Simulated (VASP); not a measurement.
Input:

```xyz
2
Lattice="0.0000 2.2279 2.2279 2.2279 0.0000 2.2279 2.2279 2.2279 0.0000" Properties=species:S:1:pos:R:3 pbc="T T T"
Ga     0.0000     0.0000     0.0000
N      1.1139     1.1139     1.1139
```

Level of theory: PBE GGA with D4 dispersion, VASP's PBE PAW potentials (set 64) (plane waves; VASP 6.6.1). Settings: 520 eV cut-off, 10×10×10 Γ-centred mesh, Gaussian smearing of 0.050 eV, potentials Ga_d N.

Task: Give the stress tensor in GPa (positive for a compressed cell).

Result: 
```
6.10  0.00  0.00
0.00  6.10  0.00
0.00  0.00  6.10
```
The pressure is its mean diagonal, 6.10 GPa.

The compound is GaN in the zinc blende structure, a metastable form; wurtzite is the usual one. This cell is one point of a volume scan, at 0.97 of the reference volume.
